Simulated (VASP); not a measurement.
VASP runs on GaFe$_{3}$ (space group Pm-3m) share one base input (LDA (Ceperley-Alder, Perdew-Zunger), plane waves, VASP's LDA PAW potentials (set 64)) and change the settings named in each case.

INCAR:
```
ISPIN=2
LORBIT=11
EDIFF=1E-6   # SCF stop (eV)
LWAVE=F
ISIF=2   # forces and stress, cell fixed
ISMEAR=0   # Gaussian
NELM=100   # most electronic steps
ALGO=Normal
ENCUT=300   # plane-wave cut-off (eV)
LMAXMIX=4
PREC=Accurate
SIGMA=0.272   # width (eV)
SYSTEM=GaFe3
LASPH=T   # aspherical one-centre terms
LREAL=F   # projection in real space or not
LCHARG=F
```

POSCAR:
```
GaFe3
1
    3.6380300000     0.0000000000     0.0000000000
    0.0000000000     3.6380300000     0.0000000000
    0.0000000000     0.0000000000     3.6380300000
Ga Fe
1 3
Direct
  0.0000000000   0.0000000000   0.0000000000
  0.0000000000   0.5000000000   0.5000000000
  0.5000000000   0.0000000000   0.5000000000
  0.5000000000   0.5000000000   0.0000000000
```

KPOINTS:
```
Regular mesh
0
G
6 6 6
```

POTCAR, in this order: Ga_d Fe (LDA.64 set). Program: vasp_std. The INCAR's line for the spin-polarised start is left out here.

```
change                                                                                                                         E(σ→0) (eV/atom)  pressure (GPa)  −TS (eV)
-----------------------------------------------------------------------------------------------------------------------------  ----------------  --------------  --------
base run                                                                                                                                -7.9128          -13.98   -0.1074
GGA = PS, POTCAR Ga_d Fe (PBE.64 set)                                                                                                   -7.6676             [?]       [?]
GGA_COMPAT = .FALSE., ISPIN removed, LNONCOLLINEAR = .TRUE., LSORBIT = .TRUE., another spin-polarised start, program vasp_ncl           -7.9197          -13.87   -0.1076
KPOINTS 4×4×4 Γ-centred mesh                                                                                                            -7.9165          -14.73   -0.1102
```

Fill in the missing entries.

- GGA = PS, POTCAR Ga_d Fe (PBE.64 set), pressure (GPa): -6.29
- GGA = PS, POTCAR Ga_d Fe (PBE.64 set), −TS (eV): -0.0786

Energies of different potentials or functionals have different zeros.  The run has a spin-polarised start. At 300 eV the pressure can carry a Pulay error.

Left out are runs that ran out of time, are held back, or changed the cell or the kind of run, fixed moments of cells without a moment, rows past the twelfth, gaps on odd meshes, pressures of charged cells and columns that move by less than the noise.

The structure comes from a computed database's GaFe3 entry (Pm-3m); how it stands against other phases isn't given here. The cell was not relaxed at this level.
